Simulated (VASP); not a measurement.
Here is the system:

```
KMgF3
1.0
    4.04437     0.00000     0.00000
    0.00000     4.04437     0.00000
    0.00000     0.00000     4.04437
K Mg F
1 1 3
Direct
  0.00000   0.00000   0.00000
  0.50000   0.50000   0.50000
  0.50000   0.00000   0.50000
  0.00000   0.50000   0.50000
  0.50000   0.50000   0.00000
```

Calculation: PBE GGA, VASP's PBE PAW potentials (set 64) (plane waves; VASP 6.6.1). Settings: 520 eV cut-off, 7×7×7 Γ-centred mesh, Gaussian smearing of 0.010 eV, potentials K_sv Mg F.

Problem. What does the run give for the energy per atom (σ→0)?

Solution. 
| Quantity | Result |
|---|---|
| energy per atom (σ→0) | -4.890 eV/atom |

The compound is KMgF3 in the cubic perovskite structure. It was relaxed first.
